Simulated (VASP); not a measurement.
Consider the following.

```yaml
crystal:
  lattice:
    - [0.00000, 2.47673, 2.47673]
    - [2.47673, 0.00000, 2.47673]
    - [2.47673, 2.47673, 0.00000]
  atoms:
    - { symbol: Y, position: [0.00000, 0.00000, 0.00000] }
    - { symbol: N, position: [0.50000, 0.50000, 0.50000] }
```

Level of theory: HSE06 screened hybrid, VASP's PBE PAW potentials (set 64) (plane waves; VASP). Settings: 520 eV cut-off, 8×8×8 Γ-centred mesh, Gaussian smearing of 0.050 eV, potentials Y_sv N.

Give the stress tensor in GPa (positive for a compressed cell).

```
-7.20   0.00   0.00
 0.00  -7.20   0.00
 0.00   0.00  -7.20
```
The pressure is its mean diagonal, -7.20 GPa.

The compound is YN in the rock salt structure. This cell is one point of a volume scan, at 1.03 of the reference volume. The cell's shape comes from a PBE relaxation.
